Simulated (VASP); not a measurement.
W (bcc) is relaxed at rising pressure, each step from the one before. Symmetry mostly holds the structure type, and other phases were not tried. The mesh follows the cell, and a change of mesh leaves a small step in the series.

Consider the following.

```cif
data_W
_chemical_formula_sum 'W1'
_space_group_name_H-M_alt 'P 1'
_space_group_IT_number 1
_cell_length_a 2.74759
_cell_length_b 2.74759
_cell_length_c 2.74759
_cell_angle_alpha 109.471
_cell_angle_beta 109.471
_cell_angle_gamma 109.471
loop_
_space_group_symop_operation_xyz
  'x, y, z'
loop_
_atom_site_label
_atom_site_type_symbol
_atom_site_fract_x
_atom_site_fract_y
_atom_site_fract_z
_atom_site_occupancy
W1 W 0.00000 0.00000 0.00000 1
```

The numbers are results of r2SCAN meta-GGA, VASP's PBE PAW potentials (set 64) (plane waves; VASP 6.6.1), not measurements. Numerical set-up: 500 eV cut-off, 16×16×16 Γ-centred mesh, first-order Methfessel-Paxton smearing of 0.10 eV, potentials W_sv.

Unless said otherwise, spin-orbit coupling is left out, though it shifts the bands of the heavy elements here.

```json
[
 {"P (GPa)": "0", "V (Å³/atom)": "15.97", "H − H(0) (eV/atom)": "0.000", "space group": "Im-3m", "gap on the mesh (eV)": "0.00", "k-mesh": "16×16×16"},
 {"P (GPa)": "5", "V (Å³/atom)": "15.73", "H − H(0) (eV/atom)": "0.495", "space group": "Im-3m", "gap on the mesh (eV)": "0.00", "k-mesh": "16×16×16"},
 {"P (GPa)": "10", "V (Å³/atom)": "15.50", "H − H(0) (eV/atom)": "0.982", "space group": "Im-3m", "gap on the mesh (eV)": "0.00", "k-mesh": "16×16×16"},
 {"P (GPa)": "20", "V (Å³/atom)": "15.09", "H − H(0) (eV/atom)": "1.936", "space group": "Im-3m", "gap on the mesh (eV)": "0.00", "k-mesh": "16×16×16"},
 {"P (GPa)": "30", "V (Å³/atom)": "14.73", "H − H(0) (eV/atom)": "2.866", "space group": "Im-3m", "gap on the mesh (eV)": "0.00", "k-mesh": "16×16×16"},
 {"P (GPa)": "45", "V (Å³/atom)": "14.27", "H − H(0) (eV/atom)": "4.231", "space group": "Im-3m", "gap on the mesh (eV)": "0.00", "k-mesh": "17×17×17"}
]
```

Pressures at which the relaxation failed are left out.

The compound is W in the bcc structure.
